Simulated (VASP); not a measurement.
An input for Quantum ESPRESSO's pw.x (written as the equivalent of a VASP run, and not itself run):

```
&CONTROL
  calculation = 'vc-relax'
  pseudo_dir = './pseudo'
  outdir = './out'
  tprnfor = .true.
  tstress = .true.
  nstep = 30
  forc_conv_thr = 0.00039
/
&SYSTEM
  ibrav = 0
  nat = 4
  ntyp = 2
  ecutwfc = 84
  occupations = 'smearing'
  smearing = 'gaussian'
  degauss = 0.003675
  input_dft = 'pz'
/
&ELECTRONS
  conv_thr = 7.3e-09
  electron_maxstep = 100
/
&IONS
/
&CELL
  cell_dofree = 'shape'
/
ATOMIC_SPECIES
  Mg 24.305 Mg.upf
  Te 127.600 Te.upf
CELL_PARAMETERS angstrom
     2.2983168   -3.9808019    0.0000000
     2.2983168    3.9808019    0.0000000
     0.0000000    0.0000000    7.4777656
ATOMIC_POSITIONS crystal
  Mg   0.6666670  0.3333330  0.4998413
  Mg   0.3333330  0.6666670  0.9998413
  Te   0.6666670  0.3333330  0.8761587
  Te   0.3333330  0.6666670  0.3761587
K_POINTS automatic
  7 7 4 0 0 0
```

Question: Write the VASP files for the same calculation (LDA).

Answer: This is not unique; one that fits is 
POSCAR:
```
MgTe
1
    2.2983168349    -3.9808019392     0.0000000000
    2.2983168349     3.9808019392     0.0000000000
    0.0000000000     0.0000000000     7.4777656186
Mg Te
2 2
Direct
  0.6666670000   0.3333330000   0.4998412896
  0.3333330000   0.6666670000   0.9998412896
  0.6666670000   0.3333330000   0.8761587104
  0.3333330000   0.6666670000   0.3761587104
```

**KPOINTS**
```
Automatic mesh
0
G
7 7 4
0 0 0
```

**INCAR**
```
SYSTEM  =  MgTe
PREC  =  Accurate; ENCUT  =  520; LREAL  =  .FALSE.
LASPH  =  .TRUE.
EDIFF  =  1E-7; NELM  =  100; ALGO  =  Normal
LMAXMIX  =  4
ISMEAR  =  0; SIGMA  =  0.05
IBRION  =  2; NSW  =  30; ISIF  =  4
EDIFFG  =  -0.01
LWAVE  =  .FALSE.; LCHARG  =  .FALSE.
```

POTCAR, in this order: Mg Te (LDA.64 set). Program: vasp_std.

What does not carry over: the potentials are each code's own (VASP's PAW set, PseudoDojo norm-conserving files in pw.x), so ENCUT and ecutwfc are chosen apart and not converted; conv_thr bounds pw.x's estimated SCF error, while EDIFF bounds the energy change between steps; forc_conv_thr acts on force components and is met together with etot_conv_thr.

The compound is MgTe in the wurtzite structure. This cell is one point of a volume scan, at 1.06 of the reference volume.
